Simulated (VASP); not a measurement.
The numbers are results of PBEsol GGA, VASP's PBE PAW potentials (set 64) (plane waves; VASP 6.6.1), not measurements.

A VASP calculation is set up with these files.

**POSCAR**
```
WTe
1
    0.0000000000     3.0132890463     3.0132890463
    3.0132890463     0.0000000000     3.0132890463
    3.0132890463     3.0132890463     0.0000000000
W Te
1 1
Direct
  0.0000000000   0.0000000000   0.0000000000
  0.2500000000   0.2500000000   0.2500000000
```

### KPOINTS
```
Automatic mesh
0
Gamma
  12 12 12
0 0 0
```

### INCAR
```
! general
SYSTEM   =  WTe
PREC     =  Accurate
ENCUT    =  400
LREAL    =  .FALSE.
LASPH    =  .TRUE.

! electronic loop
EDIFF    =  1E-7   ! SCF stop (eV)
NELM     =  100
ALGO     =  Normal
LMAXMIX  =  6   ! l cut-off of mixed one-centre charges

! smearing
ISMEAR   =  -5

! functional
GGA      =  PS   ! PBEsol

! ions
ISIF     =  2   ! forces and stress, cell fixed

! output
LWAVE    =  .FALSE.
LCHARG   =  .TRUE.
LORBIT   =  11
NEDOS    =  601   ! DOS grid
```

POTCAR, in this order: W_sv Te (PBE.64 set). Program: vasp_std.

Output

**OSZICAR**
```
       N       E                     dE             d eps       ncg     rms          rms(c)
DAV:   1     0.110297753797E+03    0.11030E+03   -0.88636E+03  2072   0.114E+03
DAV:   2    -0.106443899104E+02   -0.12094E+03   -0.11921E+03  2496   0.297E+02
DAV:   3    -0.144634496929E+02   -0.38191E+01   -0.37182E+01  2508   0.509E+01
DAV:   4    -0.145250359575E+02   -0.61586E-01   -0.61716E-01  2824   0.686E+00
DAV:   5    -0.145255231681E+02   -0.48721E-03   -0.48932E-03  2478   0.521E-01    0.138E+01
DAV:   6    -0.142401437838E+02    0.28538E+00   -0.13032E+00  2220   0.868E+00    0.568E+00
DAV:   7    -0.142084949668E+02    0.31649E-01   -0.52164E-02  2244   0.169E+00    0.290E+00
DAV:   8    -0.141991695756E+02    0.93254E-02   -0.12269E-02  2598   0.954E-01    0.151E-01
DAV:   9    -0.141991956491E+02   -0.26074E-04   -0.47992E-04  2350   0.181E-01    0.860E-02
DAV:  10    -0.141992335098E+02   -0.37861E-04   -0.70338E-05  2394   0.802E-02    0.186E-02
DAV:  11    -0.141992303337E+02    0.31761E-05   -0.38358E-06  2568   0.176E-02    0.601E-03
DAV:  12    -0.141992296350E+02    0.69875E-06   -0.46773E-07  2382   0.723E-03    0.209E-03
DAV:  13    -0.141992296864E+02   -0.51361E-07   -0.26297E-08  1542   0.150E-03
   1 F= -.14199230E+02 E0= -.14199230E+02  d E =0.000000E+00
```

File OUTCAR:
```
------------------------ aborting loop because EDIFF is reached ----------------------------------------
  FORCE on cell =-STRESS in cart. coord.  units (eV):
  Direction    XX          YY          ZZ          XY          YZ          ZX
  --------------------------------------------------------------------------------------
  Total        0.0080225      0.0080225      0.0080225     -0.0000000      0.0000000      0.0000000
  in kB        0.2348921      0.2348921      0.2348921     -0.0000000      0.0000000      0.0000000
  external PRESSURE =       0.2348921 kB  Pullay stress =       0.0000000 kB
  volume of cell :       54.72
      direct lattice vectors                 reciprocal lattice vectors
     0.000000000  3.013289046  3.013289046    -0.165931642  0.165931642  0.165931642
     3.013289046  0.000000000  3.013289046     0.165931642 -0.165931642  0.165931642
     3.013289046  3.013289046  0.000000000     0.165931642  0.165931642 -0.165931642
 POSITION                                       TOTAL-FORCE (eV/Angst)
 -----------------------------------------------------------------------------------
      0.00000      0.00000      0.00000         0.000000     -0.000000     -0.000000
      1.50664      1.50664      1.50664        -0.000000      0.000000      0.000000
 -----------------------------------------------------------------------------------
    total drift:                               -0.000001     -0.000001     -0.000001
  FREE ENERGIE OF THE ION-ELECTRON SYSTEM (eV)
  ---------------------------------------------------
  free  energy   TOTEN  =       -14.1992296864 eV

  energy  without entropy=      -14.1992296864  energy(sigma->0) =      -14.19922969

 total charge

# of ion       s       p       d       tot
------------------------------------------
    1        2.329   6.136   3.574  12.039
    2        1.323   2.069   0.156   3.549
--------------------------------------------------
tot          3.653   8.205   3.730  15.588
```
(Selected blocks of OUTCAR.)

OUTCAR:
```
 val. band max:        6.5324285904   @ k =   0.4167   0.1667   0.0000

 cond. band min:       6.5322469063   @ k =   0.5000   0.2500   0.0000


 Fermi energy:         6.5374524079

 k-point     1 :       0.0000    0.0000    0.0000
  band No.  band energies     occupation
      1     -67.1421      2.00000
      2     -31.4165      2.00000
      3     -31.4165      2.00000
      4     -31.4165      2.00000
      5      -6.4982      2.00000
      6       2.4248      2.00000
      7       2.4248      2.00000
      8       2.4248      2.00000
      9       6.2103      2.00000
     10       6.2103      2.00000
     11       8.1617      0.00000
     12      11.3182      0.00000
     13      11.3182      0.00000
     14      11.3182      0.00000

 k-point     2 :       0.0833    0.0000    0.0000
  band No.  band energies     occupation
      1     -67.1421      2.00000
      2     -31.4182      2.00000
      3     -31.4168      2.00000
      4     -31.4168      2.00000
      5      -6.4441      2.00000
      6       2.2921      2.00000
      7       2.4513      2.00000
      8       2.4513      2.00000
      9       6.1810      2.00000
     10       6.1810      2.00000
     11       8.3938      0.00000
     12      10.7632      0.00000
     13      11.2164      0.00000
     14      11.2164      0.00000

 k-point     3 :       0.1667    0.0000    0.0000
  band No.  band energies     occupation
      1     -67.1419      2.00000
      2     -31.4228      2.00000
      3     -31.4175      2.00000
      4     -31.4175      2.00000
      5      -6.2916      2.00000
      6       1.9703      2.00000
      7       2.5211      2.00000
      8       2.5211      2.00000
      9       6.1269      2.00000
     10       6.1269      2.00000
     11       8.8933      0.00000
     12       9.6550      0.00000
     13      10.8638      0.00000
     14      10.8638      0.00000

 k-point     4 :       0.2500    0.0000    0.0000
  band No.  band energies     occupation
...
```

For a metal the tetrahedron method with Blöchl corrections gives inexact stress and forces. Unless said otherwise, spin-orbit coupling is left out, though it shifts the bands of the heavy elements here.

The structure was generated: WTe was put into the zinc blende type (F-43m), which need not be its known phase. It was relaxed first, which changed the volume by -34 %.
